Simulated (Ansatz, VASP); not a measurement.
# Ti (Titanium) in two plane-wave programs

One calculation is typed for both programs; each brings its own data sets. How far apart do they land? The cell is taken from a series of runs on this material, whose earlier steps may have relaxed, scaled, displaced or heated it; both programs get it as it stands.

Program: Ansatz 0.2.0. Level of theory: plane waves, with VASP 6.6.1 beside it; zone-centre phonons at PBE. Results are calculated unless marked as measured.

**1. The structure**

The structure is hexagonal, space group P6_3/mmc (No. 194). Conventional cell: a = 2.938 Å, b = 2.938 Å, c = 4.653 Å, α = 90.00°, β = 90.00°, γ = 120.00°. Ti has 12 Ti at 2.88 to 2.94 Å nearest.

Coordinates:

```cif
data_structure
_symmetry_space_group_name_H-M 'P 1'
_symmetry_Int_Tables_number 1
_cell_length_a 2.9376
_cell_length_b 2.9376
_cell_length_c 4.6526
_cell_angle_alpha 90.000
_cell_angle_beta 90.000
_cell_angle_gamma 120.000
_cell_volume 34.77
loop_
_atom_site_label
_atom_site_type_symbol
_atom_site_fract_x
_atom_site_fract_y
_atom_site_fract_z
_atom_site_occupancy
Ti1 Ti 0.33333 0.66667 0.25000 1
Ti2 Ti 0.66667 0.33333 0.75000 1
```

**2. VASP: zone-centre phonons, PBE**

Second derivatives magnify differences that forces hide, and they need a tight electronic threshold.

Lines of VASP's logs that name or quote its potential files are left out, and so is its time.

INCAR

```
SYSTEM = Ti
PREC = Accurate
ENCUT = 500
EDIFF = 1E-08
NELM = 120
ISMEAR = -1
SIGMA = 0.1
LREAL = .FALSE.
ALGO = Normal
GGA = PE
NBANDS = 18
LASPH = .TRUE.
LORBIT = 11
LWAVE = .FALSE.
LCHARG = .FALSE.
ISIF = 2
IBRION = 8
GGA_COMPAT = .FALSE.
```

POSCAR

```
Ti
1.0
    2.9375799284      0.0000000000      0.0000000000
   -1.4687899642      2.5440188436      0.0000000000
    0.0000000000      0.0000000000      4.6525728535
Ti
2
Direct
    0.3333333334      0.6666666668      0.2500000000
    0.6666666668      0.3333333334      0.7500000000
```

KPOINTS

```
Automatic mesh
0
Gamma
8 8 6
0 0 0
```

PAW data sets: Ti_sv (PBE family, release 64).

On the command line:

```
> mpirun -np 1 vasp_std
```

Numbers of over 12 decimals in the logs are rounded to 6 here.

The program printed:

```text
[banner, memory and clock lines left out]
running    1 mpi-ranks, on    1 nodes
 distrk:  each k-point on    1 cores,    1 groups
 distr:  one band on    1 cores,    1 groups

 POSCAR found type information on POSCAR Ti
 POSCAR found :  1 types and       2 ions
 LDA part: xc-table for (Slater+PW92), standard interpolation
 POSCAR, INCAR and KPOINTS ok, starting setup
 FFT: planning ... GRIDC
 FFT: planning ... GRID_SOFT
 FFT: planning ... GRID
 WAVECAR not read
 entering main loop
       N       E                     dE             d eps       ncg     rms          rms(c)
DAV:   1     0.255953071660E+03    0.25595E+03   -0.12974E+04  1440   0.164E+03
DAV:   2     0.126979897976E+02   -0.24326E+03   -0.24030E+03  1474   0.449E+02
DAV:   3    -0.165337330617E+02   -0.29232E+02   -0.28887E+02  2730   0.128E+02
DAV:   4    -0.177221581202E+02   -0.11884E+01   -0.11878E+01  1626   0.274E+01
DAV:   5    -0.177837591432E+02   -0.61601E-01   -0.61592E-01  2248   0.424E+00    0.118E+01
DAV:   6    -0.157031525813E+02    0.20806E+01   -0.77959E+00  1664   0.291E+01    0.296E+00
DAV:   7    -0.156905410366E+02    0.12612E-01   -0.77017E-01  2194   0.665E+00    0.206E+00
DAV:   8    -0.157181292887E+02   -0.27588E-01   -0.21432E-01  1666   0.553E+00    0.706E-01
DAV:   9    -0.157092544235E+02    0.88749E-02   -0.51209E-02  1702   0.234E+00    0.626E-02
DAV:  10    -0.157095553977E+02   -0.30097E-03   -0.28637E-03  2076   0.357E-01    0.876E-02
DAV:  11    -0.157096069804E+02   -0.51583E-04   -0.19316E-04  1732   0.989E-02    0.325E-02
DAV:  12    -0.157095966584E+02    0.10322E-04   -0.34053E-05  1848   0.478E-02    0.834E-03
DAV:  13    -0.157095980498E+02   -0.13914E-05   -0.13156E-06  1682   0.110E-02    0.110E-03
DAV:  14    -0.157095984277E+02   -0.37793E-06   -0.27219E-07  2232   0.344E-03    0.921E-04
DAV:  15    -0.157095986719E+02   -0.24419E-06   -0.36314E-08  1510   0.165E-03    0.218E-04
DAV:  16    -0.157095987361E+02   -0.64148E-07   -0.24916E-09   822   0.298E-04    0.291E-05
DAV:  17    -0.157095987166E+02    0.19501E-07   -0.83897E-10   802   0.230E-04    0.846E-06
DAV:  18    -0.157095987149E+02    0.16971E-08   -0.20643E-10   784   0.864E-05
   1 F= -.15709599E+02 E0= -.15672313E+02  d E =-.745723E-01
 Linear response reoptimize wavefunctions to high precision
DAV:   1    -0.157095987136E+02    0.12719E-08   -0.97426E-11   804   0.636E-05
DAV:   2    -0.157095987136E+02   -0.25466E-10   -0.50694E-11   784   0.353E-05
 Linear response DOF=           2
 Linear response progress:
  Degree of freedom:   1/  2
       N       E                     dE             d eps       ncg     rms          rms(c)
RMM:   1    -0.592174073195E+00   -0.59217E+00    0.27392E+01  4957   0.143E+02
RMM:   2    -0.566503417045E+00    0.25671E-01   -0.34727E-01  8743   0.464E+00    0.275E-01
RMM:   3    -0.563476432348E+00    0.30270E-02   -0.21213E-02  9951   0.125E+00    0.122E-01
RMM:   4    -0.563909533561E+00   -0.43310E-03   -0.97995E-03 11434   0.555E-01    0.396E-02
RMM:   5    -0.564269441168E+00   -0.35991E-03   -0.15950E-03 11314   0.211E-01    0.177E-02
RMM:   6    -0.564776900995E+00   -0.50746E-03   -0.74041E-04 12311   0.109E-01    0.124E-02
RMM:   7    -0.565726132795E+00   -0.94923E-03   -0.14670E-04 10836   0.561E-02    0.514E-03
RMM:   8    -0.565680813619E+00    0.45319E-04   -0.61185E-05 12239   0.285E-02    0.717E-04
RMM:   9    -0.565650518838E+00    0.30295E-04   -0.12425E-05 12296   0.151E-02    0.104E-03
RMM:  10    -0.565668059712E+00   -0.17541E-04   -0.18755E-05 12304   0.782E-03    0.697E-04
RMM:  11    -0.565688255350E+00   -0.20196E-04   -0.59795E-06 11730   0.474E-03    0.127E-04
RMM:  12    -0.565692316157E+00   -0.40608E-05   -0.93775E-06 12456   0.284E-03    0.680E-05
RMM:  13    -0.565694258186E+00   -0.19420E-05   -0.39418E-06 12114   0.178E-03    0.406E-05
RMM:  14    -0.565692454392E+00    0.18038E-05   -0.52398E-06 12384   0.120E-03    0.309E-05
[...]
RMM:  18    -0.565693051929E+00    0.23850E-06   -0.18909E-06 12269   0.402E-04    0.363E-05
RMM:  19    -0.565693140613E+00   -0.88683E-07   -0.12920E-06 10473   0.349E-04    0.491E-05
RMM:  20    -0.565693068422E+00    0.72190E-07   -0.12183E-06 12198   0.287E-04    0.579E-05
RMM:  21    -0.565693259468E+00   -0.19105E-06   -0.91021E-07 10626   0.255E-04    0.480E-05
RMM:  22    -0.565693762389E+00   -0.50292E-06   -0.88230E-07 13373   0.299E-04    0.275E-05
RMM:  23    -0.565694076972E+00   -0.31458E-06   -0.60344E-07 10676   0.210E-04    0.312E-05
RMM:  24    -0.565694071700E+00    0.52725E-08   -0.59804E-07 12376   0.178E-04    0.296E-05
RMM:  25    -0.565694058672E+00    0.13028E-07   -0.43278E-07 12023   0.155E-04    0.295E-05
 first order change of Fermi-energy   0.10959E-03
 force on displaced ion       1 direction 1 :  -1.289  -0.002   0.000
 Linear response progress:
  Degree of freedom:   2/  2
       N       E                     dE             d eps       ncg     rms          rms(c)
RMM:   1    -0.693332798582E+00   -0.69333E+00    0.30096E+01  1827   0.145E+02
RMM:   2    -0.657238542607E+00    0.36094E-01   -0.34281E-01  3252   0.466E+00    0.284E-01
RMM:   3    -0.655594531831E+00    0.16440E-02   -0.25726E-02  3569   0.130E+00    0.125E-01
RMM:   4    -0.657046670422E+00   -0.14521E-02   -0.11990E-02  4074   0.588E-01    0.402E-02
RMM:   5    -0.657504095185E+00   -0.45742E-03   -0.20543E-03  3906   0.231E-01    0.257E-02
RMM:   6    -0.658014489597E+00   -0.51039E-03   -0.82074E-04  4177   0.124E-01    0.128E-02
RMM:   7    -0.658356441680E+00   -0.34195E-03   -0.15493E-04  4267   0.551E-02    0.822E-03
RMM:   8    -0.658880357992E+00   -0.52392E-03   -0.49772E-05  3864   0.327E-02    0.230E-03
RMM:   9    -0.658904102253E+00   -0.23744E-04   -0.17949E-05  4277   0.158E-02    0.101E-03
RMM:  10    -0.658879208240E+00    0.24894E-04   -0.43636E-07  4329   0.841E-03    0.232E-04
RMM:  11    -0.658880414872E+00   -0.12066E-05   -0.28557E-07  4433   0.450E-03    0.204E-04
RMM:  12    -0.658885537084E+00   -0.51222E-05    0.53466E-06  4303   0.261E-03    0.788E-05
RMM:  13    -0.658887031222E+00   -0.14941E-05    0.20613E-06  4526   0.157E-03    0.306E-05
RMM:  14    -0.658886923597E+00    0.10762E-06    0.27932E-06  4512   0.952E-04    0.189E-05
[...]
RMM:  18    -0.658887247247E+00   -0.31669E-07    0.16477E-06  4274   0.245E-04    0.186E-06
RMM:  19    -0.658887261843E+00   -0.14596E-07    0.21486E-06  4476   0.190E-04    0.314E-06
RMM:  20    -0.658887219873E+00    0.41970E-07    0.87835E-07  4350   0.152E-04    0.232E-06
RMM:  21    -0.658887230583E+00   -0.10710E-07    0.12638E-06  4355   0.126E-04    0.357E-06
RMM:  22    -0.658887233655E+00   -0.30716E-08    0.11746E-06  3787   0.107E-04    0.553E-06
RMM:  23    -0.658887207830E+00    0.25824E-07    0.11953E-06  3990   0.915E-05    0.560E-06
RMM:  24    -0.658887211586E+00   -0.37561E-08    0.62942E-07  3849   0.819E-05    0.421E-06
RMM:  25    -0.658887204876E+00    0.67103E-08    0.81281E-07  4041   0.699E-05    0.486E-06
 first order change of Fermi-energy  -0.12562E-03
 force on displaced ion       1 direction 3 :  -0.000  -0.000  -3.183
 Linear response finished
```

From OUTCAR (step 2):

```text
ion  position               nearest neighbor table
   1  0.333  0.667  0.250-   2 2.88   2 2.88   2 2.88   2 2.88   2 2.88   2 2.88
   2  0.667  0.333  0.750-   1 2.88   1 2.88   1 2.88   1 2.88   1 2.88   1 2.88

  LATTYP: Found a hexagonal cell.
 ALAT       =     2.9375799284
 C/A-ratio  =     1.5838114934

 Subroutine GETGRP returns: Found 24 space group operations
 (whereof 12 operations were pure point group operations)

The static configuration has the point symmetry D_3d.
 The point group associated with its full space group is D_6h.

 Found     40 irreducible k-points:

   k-points           NKPTS =     40   k-points in BZ     NKDIM =     40   number of bands    NBANDS=     18

   dimension x,y,z NGX =    24 NGY =   24 NGZ =   36
   dimension x,y,z NGXF=    48 NGYF=   48 NGZF=   72

   ENCUT  =  500.0 eV  36.75 Ry    6.06 a.u.   5.36  5.36  8.48*2*pi/ulx,y,z

   NELECT =      24.0000    total number of electrons

 k-points in reciprocal lattice and weights: Automatic mesh
   0.00000000  0.00000000  0.00000000       0.003
   0.12500000  0.00000000  0.00000000       0.016
   0.25000000  0.00000000  0.00000000       0.016
   0.37500000  0.00000000  0.00000000       0.016
   0.50000000  0.00000000  0.00000000       0.008
   0.12500000  0.12500000  0.00000000       0.016
   0.25000000  0.12500000  0.00000000       0.031
   0.37500000  0.12500000  0.00000000       0.031
   0.25000000  0.25000000  0.00000000       0.016
[...]
0.25000000  0.25000000  0.50000000       0.016
   0.37500000  0.25000000  0.50000000       0.016

 average (electrostatic) potential at core
       1 -72.4705       2 -72.4705

  Total       -0.0229176     -0.0229176     -0.0375696     -0.0000000      0.0000000      0.0000000
  in kB       -1.0560302     -1.0560302     -1.7311875     -0.0000000      0.0000000      0.0000000
  external PRESSURE =      -1.2810826 kB  Pullay stress =       0.0000000 kB

  energy-cutoff  :      500.00
  volume of cell :       34.77
      direct lattice vectors                 reciprocal lattice vectors
     2.937579928  0.000000000  0.000000000     0.340416269  0.196539425  0.000000000
    -1.468789964  2.544018844  0.000000000     0.000000000  0.393078849  0.000000000
     0.000000000  0.000000000  4.652572853     0.000000000  0.000000000  0.214934840

 POSITION                                       TOTAL-FORCE (eV/Angst)
 -----------------------------------------------------------------------------------
      0.00000      1.69601      1.16314         0.000000      0.000000      0.000000
      1.46879      0.84801      3.48943        -0.000000      0.000000      0.000000
 -----------------------------------------------------------------------------------
    total drift:                               -0.000000     -0.000000      0.000000

 Eigenvectors and eigenvalues of the dynamical matrix
 ----------------------------------------------------

   1 f  =    5.700533 THz    35.817504 2PiTHz  190.149308 cm-1    23.575499 meV
             X         Y         Z           dx          dy          dz
      0.000000  1.696013  1.163143     0.000000   -0.000000   -0.707107
      1.468790  0.848006  3.489430    -0.000000    0.000000    0.707107

   2 f  =    3.627843 THz    22.794407 2PiTHz  121.011803 cm-1    15.003545 meV
             X         Y         Z           dx          dy          dz
      0.000000  1.696013  1.163143    -0.707107    0.000001    0.000000
      1.468790  0.848006  3.489430     0.707107   -0.000001    0.000000

   3 f  =    3.627843 THz    22.794407 2PiTHz  121.011803 cm-1    15.003545 meV
             X         Y         Z           dx          dy          dz
      0.000000  1.696013  1.163143     0.000001    0.707107    0.000000
      1.468790  0.848006  3.489430    -0.000001   -0.707107    0.000000

   4 f  =    0.000000 THz     0.000000 2PiTHz    0.000001 cm-1     0.000000 meV
             X         Y         Z           dx          dy          dz
      0.000000  1.696013  1.163143     0.063219    0.635683   -0.303168
      1.468790  0.848006  3.489430     0.063219    0.635683   -0.303168

   5 f/i=    0.000000 THz     0.000000 2PiTHz    0.000002 cm-1     0.000000 meV
             X         Y         Z           dx          dy          dz
      0.000000  1.696013  1.163143     0.696130   -0.010243    0.123685
      1.468790  0.848006  3.489430     0.696130   -0.010243    0.123685

   6 f/i=    0.000000 THz     0.000000 2PiTHz    0.000002 cm-1     0.000000 meV
             X         Y         Z           dx          dy          dz
      0.000000  1.696013  1.163143     0.106800   -0.309520   -0.626731
      1.468790  0.848006  3.489430     0.106800   -0.309520   -0.626731

 ELASTIC MODULI CONTR FROM IONIC RELAXATION (kBar)
 Direction    XX          YY          ZZ          XY          YZ          ZX
 --------------------------------------------------------------------------------
 XX        -211.3846    211.3846     -0.0000      0.0000      0.0000      0.0000
 YY         211.3846   -211.3846      0.0000      0.0000     -0.0000      0.0000
 ZZ          -0.0000      0.0000     -0.0000     -0.0000     -0.0000      0.0000
 XY          -0.0000      0.0000     -0.0000   -211.3846     -0.0000      0.0000
 YZ           0.0000     -0.0000     -0.0000     -0.0000     -0.0000      0.0000
 ZX           0.0000      0.0000      0.0000      0.0000      0.0000      0.0000
 --------------------------------------------------------------------------------
```

The k-mesh is coarse for a metal.

(Part 1 of 2 ends here.)

[Lines on the potential files, build, host, timing and source positions are cut from VASP's logs without a mark.]

[Logs are printed without paths, hosts, clocks, repeated set-up lines and the standing remarks that a program may print on its own settings, such as how far it seeks lower states.]

[Hosts, paths, dates, database ids (printed as entryN), source tags and the programs' standing remarks are cut or masked in the printed files.]
